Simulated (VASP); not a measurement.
Output of a VASP run:

**OSZICAR**
```
       N       E                     dE             d eps       ncg     rms          rms(c)
DAV:   1     0.159739183531E+03    0.15974E+03   -0.96150E+03   812   0.143E+03
DAV:   2     0.423684395240E+01   -0.15550E+03   -0.15222E+03   866   0.350E+02
DAV:   3    -0.892731707262E+01   -0.13164E+02   -0.12864E+02  1064   0.106E+02
DAV:   4    -0.927134781548E+01   -0.34403E+00   -0.34387E+00   900   0.207E+01
DAV:   5    -0.928512478030E+01   -0.13777E-01   -0.13777E-01  1166   0.391E+00    0.438E+00
DAV:   6    -0.876466101364E+01    0.52046E+00   -0.16358E+00  1216   0.972E+00    0.310E+00
DAV:   7    -0.876623756712E+01   -0.15766E-02   -0.15043E-01   852   0.220E+00    0.181E+00
DAV:   8    -0.877003062377E+01   -0.37931E-02   -0.16627E-02   908   0.163E+00    0.300E-01
DAV:   9    -0.876960084001E+01    0.42978E-03   -0.34294E-03  1252   0.581E-01    0.943E-02
DAV:  10    -0.876981356038E+01   -0.21272E-03   -0.38548E-04   872   0.128E-01    0.577E-02
DAV:  11    -0.876981913680E+01   -0.55764E-05   -0.66480E-05   978   0.101E-01    0.144E-02
DAV:  12    -0.876982024978E+01   -0.11130E-05   -0.41651E-06  1010   0.216E-02    0.311E-03
DAV:  13    -0.876982028356E+01   -0.33779E-07   -0.16460E-07   532   0.607E-03
   1 F= -.87698203E+01 E0= -.87698203E+01  d E =-.876982E+01
```

**OUTCAR**
```
------------------------ aborting loop because EDIFF is reached ----------------------------------------
  FORCE on cell =-STRESS in cart. coord.  units (eV):
  Direction    XX          YY          ZZ          XY          YZ          ZX
  --------------------------------------------------------------------------------------
  Total        0.0231162      0.0231162      0.0231162     -0.0000000      0.0000000      0.0000000
  in kB        0.6845513      0.6845513      0.6845513     -0.0000000      0.0000000      0.0000000
  external PRESSURE =       0.6845513 kB  Pullay stress =       0.0000000 kB
  volume of cell :       54.10
      direct lattice vectors                 reciprocal lattice vectors
     0.000000000  3.001906908  3.001906908    -0.166560795  0.166560795  0.166560795
     3.001906908  0.000000000  3.001906908     0.166560795 -0.166560795  0.166560795
     3.001906908  3.001906908  0.000000000     0.166560795  0.166560795 -0.166560795
  FREE ENERGIE OF THE ION-ELECTRON SYSTEM (eV)
  ---------------------------------------------------
  free  energy   TOTEN  =        -8.7698202836 eV

  energy  without entropy=       -8.7698202836  energy(sigma->0) =       -8.76982028

 reached required accuracy - stopping structural energy minimisation
```
(Selected blocks of OUTCAR.)

**POSCAR**
```
PbS
1
    0.0000000000     3.0019069076     3.0019069076
    3.0019069076     0.0000000000     3.0019069076
    3.0019069076     3.0019069076     0.0000000000
Pb S
1 1
Direct
  0.0000000000   0.0000000000   0.0000000000
  0.5000000000   0.5000000000   0.5000000000
```

### Question
Write an INCAR and KPOINTS that could have produced this output.

### Answer
This is not unique; one that fits is the input of the run itself, PBE GGA, plane waves, VASP's PBE PAW potentials (set 64).

INCAR:
```
# general
SYSTEM   =  PbS
PREC     =  Accurate
ENCUT    =  500
LREAL    =  .False.
LASPH    =  .True.

# electronic loop
EDIFF    =  1E-6
NELM     =  100
ALGO     =  Normal
LMAXMIX  =  4

# smearing
ISMEAR   =  0
SIGMA    =  0.05

# functional
GGA      =  PE

# ions
IBRION   =  2
NSW      =  40
ISIF     =  3
EDIFFG   =  -0.02

# output
LWAVE    =  .False.
LCHARG   =  .False.
```

KPOINTS:
```
Automatic mesh
0
Gamma
8 8 8
0 0 0
```

POTCAR, in this order: Pb_d S (PBE.64 set). Program: vasp_std.

The compound is PbS in the rock salt structure. It was relaxed first.
